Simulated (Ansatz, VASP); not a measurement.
**W (Tungsten): VASP beside Ansatz**

One calculation is typed for both programs; each brings its own data sets and cutoff. How far apart do they land? The cell is taken from a series of VASP runs on this material, whose earlier steps may have relaxed, scaled or displaced it; both programs get it as it stands.

Main program and level: Ansatz 0.2.0; plane waves, with VASP 6.6.1 beside it; relaxation of cell and atoms at r2SCAN.

## Step 1: The structure

It takes space group Im-3m (No. 229, cubic). Conventional cell: a = 3.156 Å, b = 3.156 Å, c = 3.156 Å, α = 90.00°, β = 90.00°, γ = 90.00°. Nearest to W lie 8 W at 2.73 Å.

## Step 2: VASP: relaxation of cell and atoms, r2SCAN

The relaxed volume is the usual yardstick between codes: its relative difference is about their pressure difference at one cell divided by the bulk modulus.

Lines of VASP's logs that name or quote its potential files are left out, and so is its time.

INCAR reads:

```
SYSTEM = W
PREC = Accurate
ENCUT = 520
EDIFF = 1E-07
NELM = 100
ISMEAR = 1
SIGMA = 0.15
LREAL = .FALSE.
ALGO = Normal
METAGGA = R2SCAN
LASPH = .TRUE.
NBANDS = 9
LORBIT = 11
LWAVE = .FALSE.
LCHARG = .FALSE.
KPAR = 4
IBRION = 2
NSW = 50
ISIF = 3
EDIFFG = -0.005
```

POSCAR reads:

```
W
1.0
   -1.5781693750      1.5781693750      1.5781693750
    1.5781693750     -1.5781693750      1.5781693750
    1.5781693750      1.5781693750     -1.5781693750
W
1
Direct
    0.0000000000      0.0000000000      0.0000000000
```

KPOINTS reads:

```
Automatic mesh
0
Gamma
22 22 22
0 0 0
```

PAW data sets: W (PBE family, release 64).

The run is started by

```console
$ mpirun -np 4 vasp_std
```

Numbers of over 12 decimals in the logs are rounded to 6 here.

The program printed:

```text
[banner, memory and clock lines left out]
running    4 mpi-ranks, on    1 nodes
 distrk:  each k-point on    1 cores,    4 groups
 distr:  one band on    1 cores,    1 groups

 POSCAR found type information on POSCAR W
 POSCAR found :  1 types and       1 ions
|                                                                             |
|               ----> ADVICE to this user running VASP <----                  |
|                                                                             |
|     You enforced a specific xc type in the INCAR file but a different       |
|     [... a line on the potential file left out ...]
|     I HOPE YOU KNOW WHAT YOU ARE DOING!                                     |
|                                                                             |

 LDA part: xc-table for (None), standard interpolation
 POSCAR, INCAR and KPOINTS ok, starting setup
 FFT: planning ... GRIDC
 FFT: planning ... GRID_SOFT
 FFT: planning ... GRID
 WAVECAR not read
 entering main loop
       N       E                     dE             d eps       ncg     rms          rms(c)
DAV:   1    -0.277728116935E+02   -0.27773E+02   -0.30649E+03  5904   0.600E+02
DAV:   2    -0.509701035158E+02   -0.23197E+02   -0.22254E+02  6960   0.141E+02
DAV:   3    -0.514513574336E+02   -0.48125E+00   -0.47829E+00  6839   0.161E+01
DAV:   4    -0.514528310109E+02   -0.14736E-02   -0.14735E-02  6910   0.996E-01
DAV:   5    -0.514528345950E+02   -0.35841E-05   -0.35841E-05  6751   0.422E-02    0.180E+01
DAV:   6    -0.515742162640E+02   -0.12138E+00   -0.11540E-01  6794   0.237E+00    0.107E+01
DAV:   7    -0.514737078756E+02    0.10051E+00   -0.44352E-01  7197   0.446E+00    0.183E+00
DAV:   8    -0.514721539481E+02    0.15539E-02   -0.39018E-03  6488   0.578E-01    0.122E+00
DAV:   9    -0.514722041072E+02   -0.50159E-04   -0.24065E-03  6349   0.319E-01    0.594E-01
DAV:  10    -0.514725147114E+02   -0.31060E-03   -0.12739E-03  6570   0.221E-01    0.146E-01
DAV:  11    -0.514724840032E+02    0.30708E-04   -0.11604E-05  6239   0.312E-02    0.714E-02
DAV:  12    -0.514724817554E+02    0.22479E-05   -0.17350E-06  6890   0.109E-02    0.494E-02
DAV:  13    -0.514724810685E+02    0.68691E-06   -0.16830E-06  6203   0.705E-03    0.783E-03
DAV:  14    -0.514724808948E+02    0.17365E-06   -0.62729E-08  3193   0.198E-03    0.206E-03
DAV:  15    -0.514724808738E+02    0.21039E-07   -0.58185E-09  3075   0.711E-04
   1 F= -.51472481E+02 E0= -.51472499E+02  d E =-.514725E+02
 curvature:   0.00 expect dE= 0.000E+00 dE for cont linesearch  0.000E+00
 trial: gam= 0.00000 g(F)=  0.176E-63 g(S)=  0.145E-06 ort = 0.000E+00 (trialstep = 0.100E+01)
 search vector abs. value=  0.145E-06
 reached required accuracy - stopping structural energy minimisation
```

Parts of OUTCAR (step 2):

```text
ion  position               nearest neighbor table
   1  0.000  0.000  0.000-

  LATTYP: Found a body centered cubic cell.
 ALAT       =     3.1563387500

 Subroutine GETGRP returns: Found 48 space group operations
 (whereof 48 operations were pure point group operations)

The static configuration has the point symmetry O_h .

 Found    328 irreducible k-points:

   k-points           NKPTS =    328   k-points in BZ     NKDIM =    328   number of bands    NBANDS=      9

   dimension x,y,z NGX =    20 NGY =   20 NGZ =   20
   dimension x,y,z NGXF=    40 NGYF=   40 NGZF=   40

   ENCUT  =  520.0 eV  38.22 Ry    6.18 a.u.   5.08  5.08  5.08*2*pi/ulx,y,z

   NELECT =       6.0000    total number of electrons

 k-points in reciprocal lattice and weights: Automatic mesh
   0.00000000  0.00000000  0.00000000       0.000
   0.04545455  0.00000000  0.00000000       0.001
   0.09090909  0.00000000  0.00000000       0.001
   0.13636364  0.00000000  0.00000000       0.001
   0.18181818  0.00000000  0.00000000       0.001
   0.22727273  0.00000000  0.00000000       0.001
   0.27272727  0.00000000  0.00000000       0.001
   0.31818182  0.00000000  0.00000000       0.001
   0.36363636  0.00000000  0.00000000       0.001
[...]
0.50000000  0.50000000  0.45454545       0.001
   0.50000000  0.50000000  0.50000000       0.000

 average (electrostatic) potential at core
       1 -43.5424

 E-fermi :   7.7076

 k-point     1 :       0.0000    0.0000    0.0000
  band No.  band energies     occupation
      1      -2.4065      2.00000
      2       6.4075      2.00000
      3       6.4075      2.00000
      4       6.4075      2.00000
      5      10.2655     -0.00000
      6      10.2655     -0.00000
      7      23.7193      0.00000
      8      23.7193      0.00000
      9      23.7193      0.00000

 k-point     2 :       0.0455    0.0000    0.0000
  band No.  band energies     occupation
      1      -2.3031      2.00000
      2       6.3428      2.00000
      3       6.3940      2.00000
      4       6.5095      2.00000
      5      10.1586     -0.00000
      6      10.2659     -0.00000
      7      23.8096      0.00000
      8      23.8998      0.00000
      9      23.9752      0.00000

 k-point     3 :       0.0909    0.0000    0.0000
  band No.  band energies     occupation
      1      -1.9997      2.00000
      2       6.1591      2.00000
      3       6.3408      2.00000
      4       6.8130      2.00000
      5       9.8997     -0.00000
      6      10.2705     -0.00000
      7      24.0496      0.00000
      8      24.4298      0.00000
      9      24.6602      0.00000

  Total       -0.0010010     -0.0010010     -0.0010010     -0.0000000      0.0000000      0.0000000
  in kB       -0.1020050     -0.1020050     -0.1020050     -0.0000000      0.0000000      0.0000000
  external PRESSURE =      -0.1020050 kB  Pullay stress =       0.0000000 kB

  energy-cutoff  :      520.00
  volume of cell :       15.72
      direct lattice vectors                 reciprocal lattice vectors
    -1.578169375  1.578169375  1.578169375     0.000000000  0.316822774  0.316822774
     1.578169375 -1.578169375  1.578169375     0.316822774  0.000000000  0.316822774
     1.578169375  1.578169375 -1.578169375     0.316822774  0.316822774  0.000000000

 POSITION                                       TOTAL-FORCE (eV/Angst)
 -----------------------------------------------------------------------------------
      0.00000      0.00000      0.00000         0.000000      0.000000      0.000000
 -----------------------------------------------------------------------------------
    total drift:                                0.000000      0.000000      0.000000

  FREE ENERGIE OF THE ION-ELECTRON SYSTEM (eV)
  ---------------------------------------------------
  free  energy   TOTEN  =       -51.4724808738 eV

  energy  without entropy=      -51.4725351844  energy(sigma->0) =      -51.47249898

 reached required accuracy - stopping structural energy minimisation

 total charge
# of ion       s       p       d       tot
------------------------------------------
    1        0.658   0.750   4.170   5.578

[... 3 further parts left out ...]
```

The data set W keeps the semicore shell frozen, which is cheaper and a little less accurate. The run keeps the 48 symmetry operations of its start, so it cannot find a distortion of lower symmetry.

## Step 3: Ansatz: relaxation of cell and atoms, r2SCAN

Ansatz runs on its default PAW (the set named soft_2) files.

The same cell, functional, mesh and smearing now go to Ansatz, which takes its cutoff from its data sets.

input.yaml reads:

```yaml
crystal:
  lattice:
    - [-1.578169375, 1.578169375, 1.578169375]
    - [1.578169375, -1.578169375, 1.578169375]
    - [1.578169375, 1.578169375, -1.578169375]
  atoms:
    - { symbol: W, position: [0.0, 0.0, 0.0] }
hamiltonian:
  xc: r2scan
  pseudopotentials: { kind: paw }
kpoints:
  mp_grid: { grid: [22, 22, 22] }
scf:
  occupations: { method: methfessel_paxton, width: 0.15 }
relax:
  f_tol: 0.01
  max_steps: 60
  cell: { stress_tol: 0.05 }
output:
  forces: true
  stress: true
```

The run is started by

```console
$ ansatz run input.yaml --threads 4 --pin off --max-ram 9216MiB --backend cpu --events-out ev --progress --plain --runs-dir out
```

The program printed:

```text
Engine: ansatz 0.2.0, aarch64-unknown-linux-gnu
Pseudopotentials: kind: paw
Pseudopotential: W, paw, valence charge 14, recommended cutoff 500 eV (meta_gga), W.paw.azcp
Functional definition: r2SCAN
  parameter k0 = 0.174
  parameter k1 = 0.065
  parameter a1 = 4.9479
  exchange = r2scan_x(k0 = k0, k1 = k1, a1 = a1)
  correlation = r2scan_c
Crystal: 1 atoms, lattice volume = 15.722 Å³
Basis set: ecut = 500 eV, 381 PW (Γ), exchange–correlation on 80×80×80 points (64 copies of the dense FFT grid, shifted against one another)
Bands: 11, of which v1, the nominal top of the filled ones, is band 7 counted from 1 (6 counted from 0)
Symmetry: 48 space group operations
Space group: Im-3m (ITA 229), of the structure as read, at distance tolerance 2.5e-5 Å
k-points: 328 of 10648
Non-local potential: W, projectors of the file, l = 0: 3, l = 1: 2, l = 2: 2, l = 3: 1
PAW form: soft (Blöchl's): semilocal exchange-correlation on the pseudo side does not see the compensation charge
PAW frozen core: W, regenerated for the run's functional (the file was generated under x = pbe(κ = 0.804, μ = 0.219515), c = pbe(β = 0.066725))
PAW one-centre angular grid: W, 590 points (default); XC on 160 Gauss nodes
Initial density: superposition of atomic densities (neutral atoms: chi_scale 0, normalization atom), corrected by the library's trained network
Initial wavefunctions: pseudopotential atomic-orbital guess
Functional: x = r2scan, c = r2scan; τ floored in thin density (d = 2e-4 eV/Å³)
SCF iter   1: F=—  HF=-10397.276587 eV  |F-HF|=—  |Δ(HF+E_count)|=         —  Δρ=6.34e-3  dr2=1.94e-3  dr2_τ=5.40e-2  ethr=1.77e-3  ⟨swp⟩=5.0  Hψ=20357  notcnv=0
preconditioner: auto → none  [metal: Δε(μ)=0.038 eV  Ē_g=9.609 eV  σ=0.150 eV  W_gap=0.21  n_scr=0 (ndim 8)  ℏωp=22.9 eV  f_vac=0.000  D(μ)=0.45/eV (n_scr^D=0)]
SCF iter   2: F=—  HF=-10397.294647 eV  |F-HF|=—  |Δ(HF+E_count)|=   1.81e-2  S|Δr|=    0.00e0  Δρ=3.70e-3  dr2=4.93e-4  dr2_τ=1.24e-4  ethr=1.39e-5  ⟨swp⟩=2.1  Hψ=8197  notcnv=0
SCF iter   3: F=—  HF=-10397.295257 eV  |F-HF|=—  |Δ(HF+E_count)|=   6.10e-4  S|Δr|=    0.00e0  Δρ=6.65e-4  dr2=1.82e-5  dr2_τ=1.33e-5  ethr=3.52e-6  ⟨swp⟩=2.6  Hψ=5468  notcnv=0
SCF iter   4: F=—  HF=-10397.295270 eV  |F-HF|=—  |Δ(HF+E_count)|=   1.28e-5  S|Δr|=    0.00e0  Δρ=7.02e-5  dr2=1.99e-7  dr2_τ=2.09e-7  ethr=1.30e-7  ⟨swp⟩=2.6  Hψ=5770  notcnv=0
SCF iter   5: F=-10397.295270 eV  HF=-10397.295270 eV  |F-HF|=6.60e-9  |Δ(HF+E_count)|=   5.73e-8  S|Δr|=    0.00e0  Δρ=9.37e-6  dr2=2.68e-9  dr2_τ=2.97e-9  ethr=7.14e-10  ⟨swp⟩=4.5  Hψ=11920  notcnv=0
SCF 1 converged in 5 iterations: F = -10397.295270 eV  dr2 = 2.68e-9
  greatest PAW one-centre occupation: 0.999 electrons in one spin orbital (limit 2), on the W atom at site 0 (counted from 0), in its partial waves of l = 0
relax step   1: F+E_penalty+E_count = -10397.29526974 eV  Δ(F+E_penalty+E_count) = +0.000e0 eV  max|allowed force component| = 0.000e0 eV/Å  Δτ_max = 0.0000 Å  P = +3.988 GPa  Ω = 15.722 Å³  (5 SCF iters, dr2 threshold 1.00e-7 eV, accepted)
[...]
relax step   2: F+E_penalty+E_count = -10397.28006623 eV  Δ(F+E_penalty+E_count) = +1.520e-2 eV  max|allowed force component| = 0.000e0 eV/Å  Δτ_max = 0.0000 Å  P = -9.994 GPa  Ω = 16.448 Å³  energy of the carried Pulay correction = -3.773e-4 eV  (5 SCF iters, dr2 threshold 1.00e-7 eV, rejected (line search))
[...]
relax step   3: F+E_penalty+E_count = -10397.29750613 eV  Δ(F+E_penalty+E_count) = -2.236e-3 eV  max|allowed force component| = 0.000e0 eV/Å  Δτ_max = 0.0000 Å  P = -0.199 GPa  Ω = 15.923 Å³  energy of the carried Pulay correction = -1.059e-4 eV  (8 SCF iters, accepted)
[...]
relax step   4: F+E_penalty+E_count = -10397.29751746 eV  Δ(F+E_penalty+E_count) = -1.133e-5 eV  max|allowed force component| = 0.000e0 eV/Å  Δτ_max = 0.0000 Å  P = +0.004 GPa  Ω = 15.913 Å³  energy of the carried Pulay correction = -1.007e-4 eV  (2 SCF iters, dr2 threshold 9.91e-8 eV, accepted)
[...]
relax step   5: F+E_penalty+E_count = -10397.29762011 eV  Δ(F+E_penalty+E_count) = -1.026e-4 eV  max|allowed force component| = 0.000e0 eV/Å  Δτ_max = 0.0000 Å  P = +0.007 GPa  Ω = 15.913 Å³  stress off target by 7.16e-3 GPa  SCF on the basis re-selected at this cell (its energy is not comparable with the rows above)  (5 SCF iters)
basis re-selected at this cell: Δ(F+E_penalty+E_count) = -1.026e-4 eV, ΔP = +0.003 GPa vs the last step (what re-selecting the basis moved, of the pressure what is left beyond the Pulay correction that the steps carried, after the strain that the cell walked since its last selection, with what the two solves' SCF thresholds leave and, on support functions, any second-order correction that the steps lacked; it is no measure of the basis error at this ecutwfc). The dense FFT grid was sized anew with the basis: this SCF ran on 24×24×24 points, the steps before it on 20×20×20, so part of this shift can come from that change (see relax.cell in the input reference). [rest of the remark cut]
SCF converged after 5 iterations
Stability not checked: this state was not tested for a lower state beside it, because cold or Methfessel-Paxton smearing, or corrected tetrahedra, fill the levels in a way that the test cannot read (fill_not_monotonic; see scf.lower_state_search)
Free energy (F): -10397.297620 eV
Harris-Foulkes:  -10397.297620 eV  (|F-HF|=0.00e0)
Internal energy: -10397.297799 eV  (E = F + TS)
E sigma→0 (E₀):  -10397.297665 eV
Entropy (-TS):   0.000179 eV (0.179 meV/atom)
Fermi energy:    22.345053 eV
--- Per-component energies (eV) ---
  E_band       = -97.342298
  E_kinetic    = 450.724129
  E_local      = -601.866134  (includes V_loc(G=0)·N_el)
  E_nonlocal   = 0.933744
  E_hartree    = 216.300985
  E_xc         = -249.141866
  E_vxc        = -260.008683  (∫ρ·V_xc dr)
  E_paw        = -8593.115588  (= ΣΔE_a)
  E_vpaw       = -133.130564  (= ΣTr[D̂ρ^β])
  E_aug_tail   = -0.000056  (compensation charges beyond the density's cutoff)
  E_vtau       = 13.403319  (kinetic-family band-sum trace: ∫τ·v_τ [+ j·A + Jᵃ·Aᵃ] dr)
  E_ewald      = -1620.545064
  E_core_change = -0.587949  (= ΣΔE_core)
  E_smearing   = 0.000179  (= −TS)
  E_closure    = -0.000000  (closes the sum)
  Σ components = -10397.297620   (vs F -10397.297620, Δ=0.00e0)
--- Forces (eV/Å), atoms counted from 1 ---
  atom   1  W     -0.00000000     0.00000000    -0.00000000
  max |Σ_I F_I| component: 2.98e-32 eV/Å
--- Stress (GPa, compression-positive) ---
        0.007156      -0.000000       0.000000
       -0.000000       0.007156       0.000000
        0.000000      -0.000000       0.007156
  P = ⅓ Tr σ = 0.0072 GPa (0.072 kbar)
--- Relaxed structure (4 steps of the walk, 3 accepted, 1 SCFs on fresh bases) ---
  F+E_penalty+E_count = -10397.29762011 eV   max|allowed force component| = 0.000e0 eV/Å   (the final SCF, on the basis selected at the relaxed cell)
  cell:  # Å, volume = 15.9129 Å³
    - [-1.584516, 1.584516, 1.584516]
    - [1.584516, -1.584516, 1.584516]
    - [1.584516, 1.584516, -1.584516]
  atoms:
    - { symbol: W, position: [0.0, 0.0, 0.0] }
```

Elapsed: 15 s, on 4 threads of Arm Neoverse N1, shared host; peak memory 0.43 GiB; 55 s of CPU time.

## Step 4: Side by side

Known differences besides the potentials themselves: VASP keeps PBE cores, Ansatz makes them for the functional; both relaxations stop at a tolerance, which leaves soft axes loose, and VASP keeps its plane-wave basis; the data sets hold 14 valence electrons in Ansatz (default PAW (the set named soft_2) files) and 6 in VASP; the cutoff is 500 eV in Ansatz and 520 eV in VASP; Ansatz adds a Pulay correction to the stress that steers its cell, VASP none. Total energies have different zeros and are not compared.

The two programs side by side:

```tsv
quantity	Ansatz	VASP	difference
volume (Å³)	15.91	15.72	+1.21 %
edge a after relaxation, in the typed setting (Å)	2.744	2.733	+0.40 %
```

The walks stopped with 0.01 GPa left in Ansatz and -0.01 GPa in VASP; each walk ends within a tolerance, so the volume difference is uncertain by about these residues over the bulk modulus, most in soft cells.

A further Ansatz single point at VASP's end cell gives 3.99 GPa where VASP has -0.01 GPa.

## Step 5: Results

```
difference in volume (relaxation of cell and atoms, r2SCAN) : 1.2 %
```

**Reading.** The difference in volume is 1.2 % (relaxation of cell and atoms, r2SCAN), at about the 1.2 % picked in this series as the mark of a large difference, as far as the stopping tolerances let one tell. A pressure difference of 4.00 GPa at VASP's end cell goes with 1.2 % of volume. Such differences can come from data sets, numerical settings and the points named under the comparisons, not from the functional's error against experiment.

[Lines on the potential files, build, host, timing and source positions are cut from VASP's logs without a mark.]

[Logs are printed without paths, hosts, clocks, repeated set-up lines and the standing remarks that a program may print on its own settings, such as how far it seeks lower states.]

[Hosts, paths, dates, database ids (printed as entryN), source tags and the programs' standing remarks are cut or masked in the printed files.]
